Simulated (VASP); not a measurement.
A convergence study with VASP on NiSi2 (fluorite): one setting is varied, all else stays as given below, so the limit is that of these other settings. The cell's lengths are 1 % over those of the tabulated start and one atom is moved, so it is off equilibrium.

```yaml
crystal:
  lattice:
    - [0.00000, 2.73205, 2.73205]
    - [2.73205, 0.00000, 2.73205]
    - [2.73205, 2.73205, 0.00000]
  atoms:
    - { symbol: Si, position: [0.25000, 0.25000, 0.25000] }
    - { symbol: Si, position: [0.75000, 0.75000, 0.75000] }
    - { symbol: Ni, position: [0.98891, 0.01109, 0.01109] }
```

Computed with LDA (Ceperley-Alder, Perdew-Zunger), VASP's LDA PAW potentials (set 64) (plane waves; VASP). The tightest run used: 1000 eV cut-off, 11×11×11 Γ-centred mesh, first-order Methfessel-Paxton smearing of 0.10 eV, potentials Si Ni.

Q: The settings run are ENCUT = 150; ENCUT = 200; ENCUT = 250; ENCUT = 300; ENCUT = 350; ENCUT = 400; ENCUT = 450; ENCUT = 500; ENCUT = 550; ENCUT = 600; ENCUT = 650; ENCUT = 700; ENCUT = 750; ENCUT = 800; ENCUT = 850; ENCUT = 1000. From which on does the energy per atom stay within 0.01 eV/atom of the tightest run?

A: From ENCUT = 300 on: it is off by 0.0016 there and by no more than 0.01 in any finer run, while ENCUT = 250 is off by 0.0214.
```json
[
 {"setting": "ENCUT = 150", "E (eV/atom)": "-4.6922", "pressure (GPa)": "-203.20", "largest force (eV/Å)": "0.609", "plane waves": "178", "difference judged (eV/atom)": "1.9110"},
 {"setting": "ENCUT = 200", "E (eV/atom)": "-6.4254", "pressure (GPa)": "-40.75", "largest force (eV/Å)": "0.416", "plane waves": "271", "difference judged (eV/atom)": "0.1779"},
 {"setting": "ENCUT = 250", "E (eV/atom)": "-6.5818", "pressure (GPa)": "-12.62", "largest force (eV/Å)": "0.466", "plane waves": "375", "difference judged (eV/atom)": "0.0214"},
 {"setting": "ENCUT = 300", "E (eV/atom)": "-6.6017", "pressure (GPa)": "-9.17", "largest force (eV/Å)": "0.480", "plane waves": "531", "difference judged (eV/atom)": "0.0016"},
 {"setting": "ENCUT = 350", "E (eV/atom)": "-6.6040", "pressure (GPa)": "-9.14", "largest force (eV/Å)": "0.481", "plane waves": "620", "difference judged (eV/atom)": "0.0008"},
 {"setting": "ENCUT = 400", "E (eV/atom)": "-6.6037", "pressure (GPa)": "-9.12", "largest force (eV/Å)": "0.481", "plane waves": "751", "difference judged (eV/atom)": "0.0004"},
 {"setting": "ENCUT = 450", "E (eV/atom)": "-6.6032", "pressure (GPa)": "-9.01", "largest force (eV/Å)": "0.481", "plane waves": "905", "difference judged (eV/atom)": "0.0000"},
 {"setting": "ENCUT = 500", "E (eV/atom)": "-6.6032", "pressure (GPa)": "-8.97", "largest force (eV/Å)": "0.481", "plane waves": "1044", "difference judged (eV/atom)": "0.0001"},
 {"setting": "ENCUT = 550", "E (eV/atom)": "-6.6032", "pressure (GPa)": "-8.99", "largest force (eV/Å)": "0.481", "plane waves": "1243", "difference judged (eV/atom)": "0.0001"},
 {"setting": "ENCUT = 600", "E (eV/atom)": "-6.6032", "pressure (GPa)": "-9.00", "largest force (eV/Å)": "0.481", "plane waves": "1379", "difference judged (eV/atom)": "0.0001"},
 {"setting": "ENCUT = 650", "E (eV/atom)": "-6.6032", "pressure (GPa)": "-8.99", "largest force (eV/Å)": "0.481", "plane waves": "1558", "difference judged (eV/atom)": "0.0000"},
 {"setting": "ENCUT = 700", "E (eV/atom)": "-6.6032", "pressure (GPa)": "-8.98", "largest force (eV/Å)": "0.481", "plane waves": "1738", "difference judged (eV/atom)": "0.0000"},
 {"setting": "ENCUT = 750", "E (eV/atom)": "-6.6032", "pressure (GPa)": "-8.97", "largest force (eV/Å)": "0.481", "plane waves": "1917", "difference judged (eV/atom)": "0.0000"},
 {"setting": "ENCUT = 800", "E (eV/atom)": "-6.6032", "pressure (GPa)": "-8.98", "largest force (eV/Å)": "0.481", "plane waves": "2116", "difference judged (eV/atom)": "0.0000"},
 {"setting": "ENCUT = 850", "E (eV/atom)": "-6.6032", "pressure (GPa)": "-8.98", "largest force (eV/Å)": "0.481", "plane waves": "2313", "difference judged (eV/atom)": "0.0000"},
 {"setting": "ENCUT = 1000", "E (eV/atom)": "-6.6033", "pressure (GPa)": "-8.98", "largest force (eV/Å)": "0.481", "plane waves": "2943", "difference judged (eV/atom)": "0.0000"}
]
```

Left out are rungs that failed or repeat a setting and relaxations that didn't move; long series are thinned to 24 rows.

The compound is NiSi2 in the fluorite structure. The cell was not relaxed at this level, it is distorted from the ideal structure. The run is not spin-polarised, so no magnetic state was tried.
